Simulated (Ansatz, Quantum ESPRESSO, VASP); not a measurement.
**One structure in several programs: MnZn3 (P1, 4 atoms in the cell)**

Self-consistent single point, at a second geometry (atoms moved at random). First geometry:

```xyz
4
Lattice="3.7262 0.0000 0.0000 0.0000 3.7262 0.0000 0.0000 0.0000 3.7262" Properties=species:S:1:pos:R:3 pbc="T T T"
Mn     0.0000     0.0000     0.0000
Zn     0.0000     1.8631     1.8631
Zn     1.8631     0.0000     1.8631
Zn     1.8631     1.8631     0.0000
```
Moments meant for the start (each program seeds them in its own way; μB, in the order of the atoms Mn Zn Zn Zn): 4.0 0.0 0.0 0.0.

Second geometry:
```
CELL_PARAMETERS angstrom
      3.72623     0.00000     0.00000
      0.00000     3.72623     0.00000
      0.00000     0.00000     3.72623
ATOMIC_POSITIONS crystal
  Mn 0.02033 0.00327 0.99685
  Zn 0.99288 0.50945 0.49457
  Zn 0.49268 0.99167 0.48786
  Zn 0.49410 0.49561 0.02073
```
Moments meant for the start (each program seeds them in its own way; μB, in the order of the atoms Mn Zn Zn Zn): 4.0 0.0 0.0 0.0.

Shared settings, as Ansatz (a quantum-chemistry and plane-wave program) writes them: kpoints.mp_grid.grid = 6 6 6; scf.occupations.method = fermi_dirac; scf.occupations.width = 0.1 eV. Potentials and cutoffs stand in the table.

```tsv
code	model	ΔF from the first geometry (meV/atom)	pressure (GPa)	largest force (eV/Å)	size of the net moment (μB/atom)	cutoff
Ansatz	PBEsol, default PAW files made with PBE	22.6	1.04	0.812	0.58	default
Quantum ESPRESSO	PBEsol, SSSP 1.1.2 efficiency (PBE) pseudopotentials	22.5	0.58	0.813	0.60	50 Ry
VASP	PBEsol, VASP's PBE PAW potentials (set 64)	22.8	1.34	0.817	0.59	300 eV
```

Size of the force on each atom (eV/Å): Sizes of forces hide their directions.

| code | Mn1 | Zn2 | Zn3 | Zn4 |
|---|---|---|---|---|
| Ansatz | 0.812 | 0.423 | 0.671 | 0.785 |
| Quantum ESPRESSO | 0.813 | 0.421 | 0.669 | 0.781 |
| VASP | 0.817 | 0.427 | 0.675 | 0.793 |

On Ansatz's run: with one magnetic atom in the cell only a parallel order is possible.

The spread over the programs that give each value: ΔF from the first geometry within 0.3 meV/atom; pressure within 0.76 GPa; largest force within 0.005 eV/Å; size of the net moment within 0.02 μB/atom.

Ansatz's pressure is given at a fixed set of plane waves, as the other plane-wave codes print theirs; with its correction for the finite basis it is 1.13 GPa.

VASP's run is marked for a possible Pulay error in its stress at this cutoff; no cutoff test was made.

The starting cell comes from a database of computed structures (which also holds hypothetical and non-ambient phases and stackings), without a prior relaxation at this level. Its lattice was rescaled by a random factor within 2.5 % of one. For this run, on top of that: atoms moved at random.

Left out of this page: SIESTA (not drawn, or without a comparable value).

Keys are those of Ansatz 0.2.
